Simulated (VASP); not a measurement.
Input for VASP

POSCAR:
```
Al2O3
1
    1.5080152785     0.8706527609     5.7787999842
   -1.5080152785     0.8706527609     5.7787999842
    0.0000000000    -1.7413065287     5.7787999846
Al O
2 3
Direct
  0.8070315421   0.8070315421   0.8070315421
  0.3067346051   0.3067346051   0.3067346051
  0.9718043533   0.9718043533   0.9718043533
  0.4178344589   0.4178344589   0.4178344589
  0.1935780406   0.1935780406   0.1935780406
```

**INCAR**
```
SYSTEM = Al2O3
PREC = Accurate; ENCUT = 520; LREAL = .FALSE.
LASPH = .TRUE.
EDIFF = 1E-6; NELM = 100; ALGO = Normal
LMIXTAU = .TRUE.
ISMEAR = 0; SIGMA = 0.05
METAGGA = R2SCAN
IBRION = 2; NSW = 60; ISIF = 3
EDIFFG = -0.02
LWAVE = .FALSE.; LCHARG = .FALSE.
```

KPOINTS:
```
Automatic mesh
0
Gamma
8 8 8
0 0 0
```

POTCAR, in this order: Al O (PBE.64 set). Program: vasp_std.

Task: Translate this r2SCAN calculation to Ansatz.

Result: One equivalent input (not run):
Ansatz 0.2 input:
```yaml
crystal:
  lattice:
    - [1.5080153, 0.8706528, 5.7788000]
    - [-1.5080153, 0.8706528, 5.7788000]
    - [0.0000000, -1.7413065, 5.7788000]
  atoms:
    - { symbol: Al, position: [0.8070315, 0.8070315, 0.8070315] }
    - { symbol: Al, position: [0.3067346, 0.3067346, 0.3067346] }
    - { symbol: O, position: [0.9718044, 0.9718044, 0.9718044] }
    - { symbol: O, position: [0.4178345, 0.4178345, 0.4178345] }
    - { symbol: O, position: [0.1935780, 0.1935780, 0.1935780] }
kpoints:
  mp_grid: { grid: [8, 8, 8] }
hamiltonian:
  xc: r2scan
  pseudopotentials: { kind: paw }
scf:
  occupations: { method: gaussian, width: 0.05 }
  max_iter: 100
relax:
  max_steps: 60
  f_tol: 0.02
  cell: {}
output: { forces: true, stress: true, eigenvalues: true }
```
Limits of the translation: each code has its own PAW files, so the cut-off isn't converted (ENCUT is set for VASP's; basis.ecutwfc is left out, and Ansatz then takes the one that its files recommend); Ansatz stops its SCF on the density residual and VASP on the energy change (EDIFF).

The structure comes from a computed database's Al2O3 entry (R3m); how it stands against other phases isn't given here. This run relaxes it. Symmetry was kept, so distortions that lower it aren't found. The start is the result of an earlier pass.
